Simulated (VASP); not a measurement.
An input for Quantum ESPRESSO's pw.x (written as the equivalent of a VASP run, and not itself run):

```
&CONTROL
  calculation = 'scf'
  pseudo_dir = './pseudo'
  outdir = './out'
  tprnfor = .true.
  tstress = .true.
/
&SYSTEM
  ibrav = 0
  nat = 8
  ntyp = 2
  ecutwfc = 80
  occupations = 'smearing'
  smearing = 'fermi-dirac'
  degauss = 0.009996
  input_dft = 'pbe'
/
&ELECTRONS
  conv_thr = 7.3e-08
  electron_maxstep = 100
/
ATOMIC_SPECIES
  Si 28.085 Si.upf
  Mo 95.950 Mo.upf
CELL_PARAMETERS angstrom
     4.9517990    0.0000000    0.0000000
     0.0000000    4.9517990    0.0000000
     0.0000000    0.0000000    4.9517990
ATOMIC_POSITIONS crystal
  Si   0.5000000  0.5000000  0.5000000
  Si   0.0000000  0.0000000  0.0000000
  Mo   0.0000000  0.5000000  0.2500000
  Mo   0.0000000  0.5000000  0.7500000
  Mo   0.2500000  0.0000000  0.5000000
  Mo   0.7500000  0.0000000  0.5000000
  Mo   0.5000000  0.2500000  0.0000000
  Mo   0.5000000  0.7500000  0.0000000
K_POINTS automatic
  4 4 4 0 0 0
```

Write the VASP files for the same calculation (PBE).

This is not unique; one that fits is 
KPOINTS:
```
Automatic mesh
0
Gamma
4 4 4
0 0 0
```

### INCAR
```
# general
SYSTEM   =  SiMo3
PREC     =  Accurate
ENCUT    =  300
LREAL    =  .FALSE.
LASPH    =  .TRUE.   # aspherical one-centre terms

# electronic loop
EDIFF    =  1E-6   # SCF stop (eV)
NELM     =  100
ALGO     =  Normal   # blocked Davidson
LMAXMIX  =  4

# smearing
ISMEAR   =  -1
SIGMA    =  0.136   # width (eV)

# functional
GGA      =  PE

# ions
ISIF     =  2   # forces and stress, cell fixed

# output
LWAVE    =  .FALSE.
LCHARG   =  .FALSE.
```

### POSCAR
```
SiMo3
1
    4.9517990000     0.0000000000     0.0000000000
    0.0000000000     4.9517990000     0.0000000000
    0.0000000000     0.0000000000     4.9517990000
Si Mo
2 6
Direct
  0.5000000000   0.5000000000   0.5000000000
  0.0000000000   0.0000000000   0.0000000000
  0.0000000000   0.5000000000   0.2500000000
  0.0000000000   0.5000000000   0.7500000000
  0.2500000000   0.0000000000   0.5000000000
  0.7500000000   0.0000000000   0.5000000000
  0.5000000000   0.2500000000   0.0000000000
  0.5000000000   0.7500000000   0.0000000000
```

POTCAR, in this order: Si Mo_sv (PBE.64 set). Program: vasp_std.

Limits of the translation: the potentials are each code's own (VASP's PAW set, PseudoDojo norm-conserving files in pw.x), so ENCUT and ecutwfc are chosen apart and not converted; conv_thr bounds pw.x's estimated SCF error, while EDIFF bounds the energy change between steps.

The structure comes from a computed database's SiMo3 entry; how it stands against other phases isn't given here. The cell was not relaxed at this level. The k-mesh is coarse (spacing up to 0.32 per Å, 2π included), so the numbers may not be converged in it. The run is one of a series of settings (ISMEAR = -1, SIGMA = 0.136, KPOINTS 4×4×4 Γ-centred mesh against the base run), some of them coarse on purpose.
